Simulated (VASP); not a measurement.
Ca (fcc): the cohesive energy from VASP (plane waves, PAW) at several levels of theory. Atoms are spin-polarised in a large box without symmetry, with the spin fixed by Hund's rule, and may not be in the lowest state of each functional; no zero-point energy is added.

```
level       cohesive energy (eV/atom)  error against measurement
----------  -------------------------  -------------------------
LDA                              2.20                    +18.3 %
PBE                              1.90                     +2.2 %
RPBE                             1.71                     -7.8 %
AM05                             1.97                     +5.8 %
PBE-D3(BJ)                       2.13                    +14.6 %
```

Measured: 1.86 eV/atom at 0 K (as given by Subrata Jana et al., The Journal of Chemical Physics (2018), arXiv:1807.00350; finite-temperature (and zero-point) corrections as in the cited sets).

The cell of the LDA run:

Ca is taken in the cubic space group Fm-3m (No. 225), the fcc (Cu type) structure, Pearson symbol cF4. Cell: a = b = c = 5.3337 Å, α = β = γ = 90.00°. Ca on 4a sees 12 Ca at 3.771 Å (cuboctahedral). (Neighbours: up to the widest gap in distance over summed covalent radii, below 1.35, at either atom.)
(The calculation used a cell of 1 atom; values per cell refer to that cell.)

Only levels that ran to the end are used. Left out are those held back, those with too coarse a band path, GW runs whose mesh misses a band edge, hybrids' fits of cells that aren't cubic and levels without matching references; a question may draw on a part of the rest.

The compound is Ca in the fcc structure.
